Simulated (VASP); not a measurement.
A run of VASP 6.6.1 is set up as follows.

The input INCAR:

```
SYSTEM = TiP5
PREC = Accurate
ENCUT = 600
EDIFF = 1E-6
ISMEAR = 0
SIGMA = 0.1
LREAL = .FALSE.
LASPH = .TRUE.
NELM = 100
ALGO = Fast
ISIF = 3
LWAVE = .FALSE.
LCHARG = .FALSE.
GGA = PE
IBRION = 2
NSW = 100
EDIFFG = -0.01
```

Contents of KPOINTS:

```
Automatic mesh
0
G
  10 10 10
  0 0 0
```

The input POSCAR:

```
TiP5
1.0
    0.0000000000      3.5419282958      3.5419282958
    3.5419282958      0.0000000000      3.5419282958
    3.5419282958      3.5419282958      0.0000000000
Ti P
1 5
Direct
    0.0000000000      0.0000000000      0.0000000000
    0.7500000000      0.7500000000      0.7500000000
    0.3757918801      0.3757918801      0.8726243598
    0.3757918801      0.8726243598      0.3757918801
    0.8726243598      0.3757918801      0.3757918801
    0.3757918801      0.3757918801      0.3757918801
```

Potentials or basis: VASP PAW PBE potentials, release 64 (Ti_sv, P).

Launch:

```sh
$ cat potpaw_PBE.64/Ti_sv/POTCAR potpaw_PBE.64/P/POTCAR > POTCAR
$ mpirun -np 1 vasp_std > vasp.out
```

Task: Estimate the relaxed cell.

Result: a = 4.994 Å, b = 4.994 Å, c = 4.994 Å, α = 60.00°, β = 60.00°, γ = 60.00°.

Task: Predict the relaxed volume.

Result: 14.68 Å³/atom.

Task: What does it give for the space group after relaxing (to 0.05 Å)?

Result: F-43m (No. 216).

Final structure:
```
Ti P
1.0
     0.00000    3.53120    3.53120
     3.53120    0.00000    3.53120
     3.53120    3.53120    0.00000
Ti P
1 5
Direct
  0.00000 0.00000 0.00000
  0.75000 0.75000 0.75000
  0.37580 0.37580 0.87259
  0.37580 0.87259 0.37580
  0.87259 0.37580 0.37580
  0.37580 0.37580 0.37580
```
